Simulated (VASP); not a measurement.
NaLa in VASP: convergence with PREC

The system is NaLa.

```
CELL_PARAMETERS angstrom
3.60625 0.00000 0.00000
-1.80313 3.12310 0.00000
0.00000 0.00000 6.48378
ATOMIC_POSITIONS crystal
La 0.33182 0.66656 0.49918
Na 0.00064 0.00030 0.99860
```

The cell comes from a database or a generator and needn't be the stable form of this composition.

The cell isn't the ideal one: atoms moved at random, drawn with an rms of 0.02 Å.

```yaml
Program: VASP 6.6.1
Task: single point
Functional: PBE
Potentials_or_basis: VASP PAW PBE potentials, release 64 (La, Na_pv)
Cutoff: 520 eV
k_mesh: 7 × 7 × 3
Occupations: methfessel-paxton, width 0.1 eV
Spin: no spin polarisation
```

These are the settings of the first run; the series varies PREC, with any setting tied to it.

Hardware: 1 thread of Intel(R) Xeon(R) 6975P-C (Granite Rapids) (shared host).

```
    PREC  energy less the tightest run, at zero smearing (meV/atom)  largest force (eV/Å)  SCF cycles  CPU time (s)  peak memory (GiB)
     Low                                                      -0.61                 0.010          13            22                0.2
  Medium                                                      -0.34                 0.006          13            22                0.2
  Single                                                      -0.27                 0.003          13            42                0.2
  Normal                                                      -0.02                 0.006          13            20               0.21
    High                                                      -0.01                 0.006          13            42               0.22
Accurate                                                       0.00                 0.005          13            45               0.25
```

Against the tightest run, the energy stays within 1 meV/atom from Low on; the largest force stays within 0.005 eV/Å from Low on. The tightest run that finished is the yardstick and may itself not be fully converged.

The run has no spin-orbit coupling, so splittings on La are missing.
